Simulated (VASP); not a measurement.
Crystal: RuSe.

```
Ru Se
1.0
     0.00000    2.90633    2.90633
     2.90633    0.00000    2.90633
     2.90633    2.90633    0.00000
Ru Se
1 1
Direct
  0.00000 0.00000 0.00000
  0.25000 0.25000 0.25000
```

The cell comes from a database or a generator and needn't be the stable form of this composition.

Base run:

| Quantity | Value |
| --- | --- |
| Program | VASP 6.6.1 |
| Functional | r2SCAN |
| Potentials or basis | VASP PAW PBE potentials, release 64 (Ru_pv, Se) |
| Cutoff | 520 eV |
| k mesh | 6 × 6 × 6 |
| Occupations | gaussian, width 0.05 eV |
| Spin | collinear spin, ferromagnetic start |
| Starting moments | [1.0, 0.0] μB |
| Hubbard terms | Ru d U = 3 eV |

Its results: pressure -1.3 GPa.

Problem. The run is repeated on the same cell with these changes: further incar settings from ALGO = Normal; EDIFF = 1e-06 to ALGO = Normal; EDIFF = 1e-06; NBANDS = 21; fixed moment from none to 0 μB. What comes out?

Solution. Pressure -13.9 GPa.

Caveats: the PAW data sets were made with another functional, which shifts forces and pressure a little; the total moment is fixed, so each spin has its own Fermi level (some runs).
